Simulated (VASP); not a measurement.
Output of a VASP run:

File OUTCAR:
```
 ion  position               nearest neighbor table
   1  0.500  0.999  0.999-  63 2.12  59 2.12  62 2.12  61 2.12  54 2.12  46 2.12  18 2.99   9 2.99
                            31 3.00  24 3.00  15 3.00  23 3.00  13 3.00   7 3.00   5 3.00   2 3.00
   2  0.750  0.250  0.000-  54 2.12  33 2.12  55 2.12  44 2.12  42 2.12  62 2.12   6 3.00   9 3.00
                            16 3.00  29 3.00  13 3.00  25 3.00   4 3.00  24 3.00   3 3.00  10 3.00
   3  0.750  1.000  0.250-  62 2.12  49 2.12  38 2.12  37 2.12  33 2.12  46 2.12   9 2.99  18 2.99
                            26 3.00  16 3.00   7 3.00  22 3.00   2 3.00  11 3.00   4 3.00  12 3.00
   4  1.000  1.000  1.000-  53 2.12  38 2.12  63 2.12  56 2.13  62 2.13  44 2.13  32 3.00  23 3.00
                            13 3.00  29 3.00   8 3.00   5 3.00   7 3.00   2 3.00  26 3.00  16 3.00
   5  0.250  0.250  0.000-  36 2.12  60 2.12  63 2.12  54 2.12  50 2.12  44 2.12   9 3.00  17 3.00
                            30 3.00   4 3.00   6 3.00  29 3.00  23 3.00   8 3.00  14 3.00   1 3.00
   6  0.500  0.500  0.998-  51 2.10  54 2.12  55 2.12  60 2.12  61 2.12  30 2.99  25 2.99  24 2.99
                            31 2.99   2 3.00   5 3.00   7 3.00  15 3.00  10 3.03   9 3.03  18 3.03
   7  0.750  0.750  0.000-  55 2.12  37 2.12  56 2.12  62 2.12  61 2.12  52 2.12  10 3.00   1 3.00
                             3 3.00  25 3.00  18 3.00  14 3.00  32 3.00  26 3.00   4 3.00   6 3.00
   8  0.249  1.000  0.250-  57 2.12  63 2.12  38 2.12  45 2.12  36 2.12  46 2.12   9 2.99  18 2.99
                            26 3.00   4 3.00  16 3.00  19 3.00  28 3.00   5 3.00  15 3.00  20 3.00
   9  0.500  0.247  0.250-  46 2.10  33 2.12  54 2.12  39 2.12  36 2.12   3 2.99  11 2.99   8 2.99
                             1 2.99   5 3.00   2 3.00  12 3.00  20 3.00  17 3.03   6 3.03  21 3.03
  10  0.752  0.500  0.250-  34 2.10  37 2.12  40 2.12  55 2.12  33 2.12  16 2.99  26 2.99  14 2.99
                            27 2.99   7 3.00  22 3.00  12 3.00   2 3.00  18 3.02  21 3.02   6 3.03
  11  0.500  1.000  0.500-  57 2.12  49 2.12  59 2.12  39 2.12  48 2.12  46 2.12   9 2.99  18 2.99
                            24 3.00  31 3.00  22 3.00  28 3.00  20 3.00   3 3.00  12 3.00  23 3.00
  12  0.750  0.250  0.500-  39 2.12  40 2.12  35 2.12  42 2.12  33 2.12  49 2.12  24 3.00  16 3.00
                            21 3.00  19 3.00  13 3.00  10 3.00  25 3.00  27 3.00   3 3.00  29 3.00
  13  0.750  1.000  0.750-  53 2.12  59 2.12  42 2.12  62 2.12  52 2.13  49 2.13  19 3.00   4 3.00
                            32 3.00  24 3.00  29 3.00   1 3.00  22 3.00  12 3.00   2 3.00   7 3.00
  14  0.000  0.500  0.000-  44 2.12  56 2.12  43 2.12  60 2.12  34 2.12  55 2.12  17 2.99  10 2.99
                            25 3.00  15 3.00  30 3.00   7 3.00   5 3.00  29 3.00   2 3.00  32 3.00
  15  0.250  0.750  1.000-  60 2.12  61 2.12  58 2.12  45 2.12  56 2.12  63 2.12  14 3.00  18 3.00
                            32 3.00   1 3.00  30 3.00   8 3.00  17 3.00  23 3.00   6 3.00  31 3.00
  16  1.000  0.250  0.250-  35 2.12  44 2.12  38 2.12  33 2.12  34 2.12  36 2.12  10 2.99  17 2.99
                            12 3.00   3 3.00   8 3.00  20 3.00   2 3.00  19 3.00   4 3.00  14 3.00
  17  0.248  0.500  0.250-  34 2.11  36 2.12  47 2.12  45 2.12  60 2.12  14 2.99  16 2.99  27 2.99
                            26 2.99  20 3.00   5 3.00  15 3.00  28 3.00  18 3.02  21 3.03   9 3.03
  18  0.500  0.752  0.250-  46 2.10  48 2.12  45 2.12  37 2.12  61 2.12  11 2.99   3 2.99   1 2.99
                             8 2.99  15 3.00   7 3.00  28 3.00  22 3.00  17 3.02  10 3.02  21 3.03
  19  1.000  1.000  0.500-  53 2.12  38 2.12  57 2.13  35 2.13  49 2.13  41 2.13  13 3.00  23 3.00
                            32 3.00  29 3.00  20 3.00  12 3.00  16 3.00  26 3.00   8 3.00  22 3.00
  20  0.250  0.250  0.500-  47 2.12  35 2.12  57 2.12  36 2.12  50 2.12  39 2.12  17 3.00  19 3.00
                            16 3.00  30 3.00  11 3.00  23 3.00  27 3.00   8 3.00  24 3.00  29 3.00
  21  0.500  0.500  0.502-  51 2.10  40 2.12  48 2.12  47 2.12  39 2.12  31 2.99  24 2.99  30 2.99
                            25 2.99  12 3.00  22 3.00  20 3.00  28 3.00  10 3.02  17 3.03  18 3.03
  22  0.750  0.750  0.500-  49 2.12  52 2.12  37 2.12  41 2.12  48 2.12  40 2.12  31 3.00  11 3.00
                            26 3.00   3 3.00  10 3.00  13 3.00  19 3.00  25 3.00  21 3.00  27 3.00
  23  0.250  1.000  0.750-  53 2.12  59 2.12  63 2.12  50 2.13  57 2.13  58 2.13  32 3.00  19 3.00
                             4 3.00  29 3.00   1 3.00   5 3.00  28 3.00  20 3.00  15 3.00  24 3.00
  24  0.500  0.249  0.750-  42 2.12  50 2.12  59 2.12  39 2.12  54 2.12  51 2.12  21 2.99   6 2.99
                            11 3.00  12 3.00  13 3.00   1 3.00  20 3.00   2 3.00  23 3.00   5 3.00
  25  0.751  0.500  0.750-  52 2.12  43 2.12  42 2.12  55 2.12  40 2.12  51 2.13   6 2.99  21 2.99
                            27 3.00  14 3.00  29 3.00   7 3.00  32 3.00   2 3.00  22 3.00  12 3.00
  26  1.000  0.750  0.250-  41 2.12  56 2.12  38 2.12  45 2.12  37 2.12  34 2.12  10 2.99  17 2.99
                             8 3.00   3 3.00  22 3.00  28 3.00  19 3.00   7 3.00   4 3.00  15 3.00
  27  0.000  0.500  0.500-  41 2.12  35 2.12  43 2.12  40 2.12  47 2.12  34 2.12  17 2.99  10 2.99
                            25 3.00  30 3.00  28 3.00  29 3.00  20 3.00  32 3.00  22 3.00  12 3.00
  28  0.250  0.750  0.500-  48 2.12  58 2.12  45 2.12  57 2.12  47 2.12  41 2.12  31 3.00  27 3.00
                            11 3.00  26 3.00  32 3.00   8 3.00  23 3.00  18 3.00  30 3.00  17 3.00
  29  0.000  0.250  0.750-  53 2.12  43 2.12  42 2.12  35 2.13  50 2.13  44 2.13  23 3.00  19 3.00
                             4 3.00  13 3.00  25 3.00  30 3.00  27 3.00   5 3.00   2 3.00  20 3.00
  30  0.250  0.500  0.750-  50 2.12  58 2.12  43 2.12  60 2.12  47 2.12  51 2.12   6 2.99  21 2.99
                            27 3.00  29 3.00  14 3.00   5 3.00  15 3.00  20 3.00  28 3.00  32 3.00
  31  0.500  0.750  0.750-  58 2.12  52 2.12  59 2.12  48 2.12  61 2.12  51 2.12  21 2.99   6 2.99
                             1 3.00  11 3.00  22 3.00  28 3.00  13 3.00  15 3.00  23 3.00   7 3.00
  32  0.000  0.750  0.750-  53 2.12  43 2.12  58 2.13  52 2.13  56 2.13  41 2.13  23 3.00   4 3.00
                            19 3.00  13 3.00  15 3.00  25 3.00  28 3.00   7 3.00  27 3.00  14 3.00
  33  0.750  0.250  0.250-   9 2.12   2 2.12  16 2.12  12 2.12   3 2.12  10 2.12
  34  1.000  0.500  0.250-  10 2.10  17 2.11  14 2.12  27 2.12  16 2.12  26 2.12
  35  1.000  0.250  0.500-  16 2.12  27 2.12  20 2.12  12 2.12  19 2.13  29 2.13
  36  0.250  0.250  0.250-  17 2.12  20 2.12   5 2.12   9 2.12   8 2.12  16 2.12
  37  0.750  0.750  0.250-  10 2.12   3 2.12  22 2.12  18 2.12   7 2.12  26 2.12
  38  1.000  1.000  0.250-  26 2.12   8 2.12   3 2.12  16 2.12  19 2.12   4 2.12
  39  0.500  0.250  0.500-  12 2.12   9 2.12  11 2.12  24 2.12  21 2.12  20 2.12
  40  0.750  0.500  0.500-  10 2.12  21 2.12  27 2.12  12 2.12  22 2.12  25 2.12
  41  1.000  0.749  0.500-  26 2.12  27 2.12  22 2.12  28 2.12  19 2.13  32 2.13
  42  0.750  0.250  0.750-  24 2.12  25 2.12   2 2.12  12 2.12  29 2.12  13 2.12
  43  0.000  0.500  0.750-  25 2.12  30 2.12  27 2.12  14 2.12  29 2.12  32 2.12
  44  1.000  0.250  0.001-  14 2.12  16 2.12   2 2.12   5 2.12  29 2.13   4 2.13
  45  0.250  0.750  0.250-  18 2.12  15 2.12   8 2.12  26 2.12  17 2.12  28 2.12
  46  0.500  1.000  0.250-   9 2.10  18 2.10  11 2.12   8 2.12   3 2.12   1 2.12
  47  0.250  0.500  0.500-  17 2.12  20 2.12  21 2.12  30 2.12  27 2.12  28 2.12
...
```

OSZICAR:
```
       N       E                     dE             d eps       ncg     rms          rms(c)
DAV:   1    -0.434268892145E+03   -0.43427E+03   -0.78443E+00   632   0.791E+00    0.164E+00
DAV:   2    -0.434334146139E+03   -0.65254E-01   -0.17103E-01   682   0.958E-01    0.105E+00
DAV:   3    -0.434316356857E+03    0.17789E-01   -0.15268E-02   704   0.282E-01    0.668E-01
DAV:   4    -0.434312012288E+03    0.43446E-02   -0.44209E-03   698   0.149E-01    0.432E-01
DAV:   5    -0.434310429227E+03    0.15831E-02   -0.49025E-04   664   0.826E-02    0.254E-01
DAV:   6    -0.434309864105E+03    0.56512E-03   -0.24135E-04   658   0.610E-02    0.142E-01
DAV:   7    -0.434309676810E+03    0.18729E-03   -0.65097E-05   680   0.330E-02    0.823E-02
DAV:   8    -0.434309611280E+03    0.65530E-04   -0.24539E-05   418   0.192E-02    0.491E-02
DAV:   9    -0.434309589133E+03    0.22147E-04   -0.12076E-05   354   0.128E-02    0.295E-02
DAV:  10    -0.434309581549E+03    0.75844E-05   -0.32587E-06   352   0.655E-03
   1 F= -.43430958E+03 E0= -.43430958E+03  d E =-.430351E-14  mag=     1.0000
```

**OUTCAR**
```
------------------------ aborting loop because EDIFF is reached ----------------------------------------
  volume of cell :      611.30
      direct lattice vectors                 reciprocal lattice vectors
     8.486959016  0.000000000  0.000000000     0.117827834  0.000000000  0.000000000
     0.000000000  8.486959016  0.000000000     0.000000000  0.117827834  0.000000000
     0.000000000  0.000000000  8.486959016     0.000000000  0.000000000  0.117827834
  FREE ENERGIE OF THE ION-ELECTRON SYSTEM (eV)
  ---------------------------------------------------
  free  energy   TOTEN  =      -434.3095815491 eV

  energy  without entropy=     -434.3095815491  energy(sigma->0) =     -434.30958155

  exchange ACFDT corr.  =         0.00000000  see jH, gK, PRB 81, 115126

 total charge

# of ion       s       p       d       tot
------------------------------------------
    1        0.149   0.172   0.073   0.394
    2        0.149   0.171   0.073   0.393
    3        0.149   0.172   0.073   0.394
    4        0.150   0.170   0.073   0.393
    5        0.149   0.171   0.073   0.392
    6        0.153   0.171   0.067   0.391
    7        0.149   0.171   0.073   0.393
    8        0.149   0.172   0.073   0.394
    9        0.153   0.171   0.067   0.391
   10        0.153   0.171   0.067   0.391
   11        0.149   0.172   0.073   0.394
   12        0.149   0.171   0.073   0.393
   13        0.150   0.170   0.073   0.392
   14        0.149   0.172   0.073   0.394
   15        0.149   0.171   0.073   0.393
   16        0.149   0.172   0.073   0.394
   17        0.153   0.171   0.067   0.391
   18        0.153   0.171   0.067   0.391
   19        0.150   0.170   0.073   0.393
   20        0.149   0.171   0.073   0.393
   21        0.153   0.171   0.067   0.391
   22        0.149   0.171   0.073   0.393
   23        0.150   0.170   0.073   0.393
   24        0.149   0.172   0.073   0.394
   25        0.149   0.172   0.073   0.394
   26        0.149   0.172   0.073   0.394
   27        0.149   0.172   0.073   0.394
   28        0.149   0.171   0.073   0.392
   29        0.150   0.170   0.073   0.393
   30        0.149   0.172   0.073   0.394
   31        0.149   0.172   0.073   0.394
   32        0.150   0.170   0.072   0.392
   33        1.579   3.579   0.000   5.159
   34        1.580   3.585   0.000   5.165
   35        1.580   3.581   0.000   5.161
   36        1.579   3.579   0.000   5.158
   37        1.579   3.580   0.000   5.159
   38        1.579   3.581   0.000   5.161
   39        1.579   3.579   0.000   5.159
   40        1.579   3.579   0.000   5.158
   41        1.580   3.581   0.000   5.161
   42        1.580   3.581   0.000   5.161
   43        1.579   3.581   0.000   5.161
   44        1.580   3.581   0.000   5.161
   45        1.579   3.579   0.000   5.158
   46        1.580   3.585   0.000   5.165
   47        1.579   3.579   0.000   5.159
   48        1.579   3.580   0.000   5.159
   49        1.580   3.581   0.000   5.161
   50        1.580   3.581   0.000   5.161
   51        1.580   3.585   0.000   5.165
   52        1.580   3.581   0.000   5.161
...
```
(Selected blocks of OUTCAR.)

POSCAR:
```
Mg32O31
1
    8.4869590160     0.0000000000     0.0000000000
    0.0000000000     8.4869590160     0.0000000000
    0.0000000000     0.0000000000     8.4869590160
Mg O
32 31
Direct
  0.4998929466   0.9994485882   0.9994545681
  0.7499406569   0.2498676273   0.0000339302
  0.7499529874   0.9997032400   0.2499547704
  0.9999848914   0.9998337983   0.9998366910
  0.2500450396   0.2497131733   0.0000575894
  0.5001459145   0.4995476739   0.9975150597
  0.7500063202   0.7497549088   0.0000675091
  0.2494652036   0.9996273474   0.2499703943
  0.4999604598   0.2473451645   0.2497849282
  0.7520295359   0.4999494101   0.2500462911
  0.4998565958   0.9996657919   0.4999754376
  0.7499379162   0.2498369963   0.5000015615
  0.7502286080   0.9998450422   0.7500296797
  0.0001174784   0.4998595197   0.0000753076
  0.2500272973   0.7495937136   0.9999974299
  0.9997346182   0.2496418021   0.2501692176
  0.2480302847   0.4995697445   0.2500907266
  0.4998319214   0.7516719891   0.2498874565
  0.9998979214   0.9999097387   0.5003686266
  0.2498882804   0.2497192115   0.4999408353
  0.5000890784   0.4996411973   0.5021248163
  0.7498916241   0.7499034409   0.5000068507
  0.2496022724   0.9997700889   0.7500187771
  0.5001509548   0.2493768053   0.7497415849
  0.7505103154   0.4999092560   0.7500456833
  0.9998974722   0.7501166757   0.2502001257
  0.0000388997   0.4999089715   0.5003600958
  0.2499751609   0.7497271575   0.5000604842
  0.0000061905   0.2497147648   0.7501310027
  0.2498936321   0.4996084810   0.7500300756
  0.4999975407   0.7498674460   0.7497517994
  0.0001273544   0.7501655752   0.7501781548
  0.7497865516   0.2497893772   0.2499537662
  0.9999112162   0.4998669009   0.2501769618
  0.9999789492   0.2503050301   0.4997265562
  0.2500007217   0.2497517181   0.2500138193
  0.7498047893   0.7497462533   0.2500492774
  0.9997747076   0.9998059645   0.2501120880
  0.5000124743   0.2496273252   0.4997292260
  0.7500411098   0.4998587636   0.4999858539
  0.9998554345   0.7494860286   0.4996545657
  0.7497605743   0.2501894459   0.7500487355
  0.0001703747   0.4998951781   0.7501630580
  0.9999140635   0.2503208813   0.0006018395
  0.2499350198   0.7496035242   0.2499903548
  0.4997064423   0.9995758890   0.2497647297
  0.2501001628   0.4996264793   0.4999806900
  0.4999135656   0.7496279228   0.4997730305
  0.7494787932   0.9997467548   0.4995668245
  0.2504439810   0.2501785184   0.7499586133
  0.5001218216   0.4996755926   0.7497172923
  0.7496708115   0.7494550960   0.7499455867
  0.9999617773   0.9999451684   0.7501098587
  0.5001125226   0.2496896680   0.9998498688
  0.7500068487   0.4998375392   0.0000028745
  0.0000336156   0.7494231919   0.0006613479
  0.2502920277   0.9998019429   0.4995568397
  0.2505324732   0.7493087015   0.7500578566
  0.4998846133   0.9996448190   0.7497982203
  0.2502015693   0.4997411398   0.9999909551
  0.4999197805   0.7495004639   0.9998054735
  0.7495671977   0.9997959811   0.0003869698
  0.2503456363   0.9996733989   0.0003624051
```

Problem. Reconstruct the remaining input files.

Solution. Several could match; the one computed here: the input of the run itself, HSE06 screened hybrid, plane waves, VASP's PBE PAW potentials (set 64).

**INCAR**
```
AEXX = 0.25
ALGO = Normal
EDIFF = 1E-5
ENCUT = 400
GGA = PE
HFSCREEN = 0.2
ISIF = 0
ISMEAR = 0
ISPIN = 2
ISYM = 0
LASPH = .TRUE.
LCHARG = .FALSE.
LHFCALC = .TRUE.
LORBIT = 10
LREAL = Auto
LWAVE = .FALSE.
MAGMOM = 63*0.0159
NELECT = 251.0
NELM = 50
NELMIN = 4
NUPDOWN = 1
PREC = Normal
PRECFOCK = Fast
SIGMA = 0.05
SYSTEM = Mg32O31
```

File KPOINTS:
```
K-points
0
gamma
  1 1 1
0 0 0
```

POTCAR, in this order: Mg O (PBE.64 set). Program: vasp_gam. Read from the step before: WAVECAR.

The cell is charged, with a uniform compensating background. The supercell is sampled at Γ alone, which is coarse: total energies, pressure and levels can be off, energies of defects by several tenths of an eV.

The cell is a supercell with a defect, built from MgO (rock salt): vac_O, charge -1. The cell's shape comes from a PBE relaxation.
